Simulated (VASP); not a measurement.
OSZICAR of a VASP run on BN (relaxed from the NiAs type structure, space group P6_3/mmc):

**OSZICAR**
```
       N       E                     dE             d eps       ncg     rms          rms(c)
DAV:   1     0.659478227141E+02    0.65948E+02   -0.10078E+04  1344   0.155E+03
DAV:   2    -0.280699887524E+02   -0.94018E+02   -0.85336E+02  1872   0.330E+02
DAV:   3    -0.313206258781E+02   -0.32506E+01   -0.32224E+01  1796   0.597E+01
DAV:   4    -0.313558683314E+02   -0.35242E-01   -0.35151E-01  1636   0.577E+00
DAV:   5    -0.313564697050E+02   -0.60137E-03   -0.60109E-03  1720   0.659E-01    0.873E+00
DAV:   6    -0.298730963122E+02    0.14834E+01   -0.45494E+00  1752   0.187E+01    0.360E+00
DAV:   7    -0.298449808595E+02    0.28115E-01   -0.20495E-01  1676   0.473E+00    0.233E+00
DAV:   8    -0.298352824543E+02    0.96984E-02   -0.15607E-02  1612   0.124E+00    0.288E-01
DAV:   9    -0.298345698821E+02    0.71257E-03   -0.17641E-03  1740   0.480E-01    0.635E-02
DAV:  10    -0.298345799521E+02   -0.10070E-04   -0.13343E-04  1704   0.110E-01    0.163E-02
DAV:  11    -0.298345788051E+02    0.11470E-05   -0.13651E-05  1696   0.337E-02    0.294E-03
DAV:  12    -0.298345787250E+02    0.80079E-07   -0.86395E-07  1016   0.948E-03
   1 F= -.26013824E+02 E0= -.26013824E+02  d E =-.260138E+02
       N       E                     dE             d eps       ncg     rms          rms(c)
DAV:   1    -0.297124689980E+02    0.12211E+00   -0.18950E+00  1560   0.148E+01    0.178E+00
DAV:   2    -0.296573396372E+02    0.55129E-01   -0.11964E-01  1600   0.341E+00    0.619E-01
DAV:   3    -0.296534951897E+02    0.38444E-02   -0.15714E-02  1712   0.128E+00    0.186E-01
DAV:   4    -0.296528157570E+02    0.67943E-03   -0.88502E-04  1616   0.286E-01    0.879E-02
DAV:   5    -0.296526999394E+02    0.11582E-03   -0.23655E-04  1636   0.142E-01    0.406E-02
DAV:   6    -0.296526986778E+02    0.12616E-05   -0.68010E-06  1680   0.291E-02    0.842E-03
DAV:   7    -0.296526985559E+02    0.12193E-06   -0.97902E-07   864   0.106E-02
   2 F= -.26005901E+02 E0= -.26005901E+02  d E =0.792270E-02
       N       E                     dE             d eps       ncg     rms          rms(c)
DAV:   1    -0.297884745407E+02   -0.13578E+00   -0.57618E-01  1544   0.801E+00    0.989E-01
DAV:   2    -0.297713048500E+02    0.17170E-01   -0.38803E-02  1588   0.192E+00    0.334E-01
DAV:   3    -0.297701904877E+02    0.11144E-02   -0.45885E-03  1736   0.687E-01    0.101E-01
DAV:   4    -0.297699692252E+02    0.22126E-03   -0.28021E-04  1620   0.159E-01    0.456E-02
DAV:   5    -0.297699323116E+02    0.36914E-04   -0.73079E-05  1632   0.785E-02    0.214E-02
DAV:   6    -0.297699306423E+02    0.16693E-05   -0.15885E-06  1108   0.151E-02    0.610E-03
DAV:   7    -0.297699303749E+02    0.26737E-06   -0.89369E-07   804   0.821E-03
   3 F= -.26027171E+02 E0= -.26027171E+02  d E =-.133467E-01
```

Question: Which electronic solver shows in the log?

Answer: It is blocked Davidson (ALGO = Normal, or the opening steps of other solvers). The INCAR had ALGO = Normal.

Question: Can the final energy be trusted as converged?

Answer: The run converged. It stopped with EDIFF = 1E-6, NELM = 100, NSW = 40 and EDIFFG = -0.02 after 3 ionic steps (PBEsol GGA, plane waves, VASP's PBE PAW potentials (set 64)). Energy and stress use the plane-wave basis of the starting cell.

The structure was generated: BN was put into the NiAs type type (P6_3/mmc), which need not be its known phase. This run relaxes it under an external pressure of 30 GPa. Symmetry was kept, so distortions that lower it aren't found.
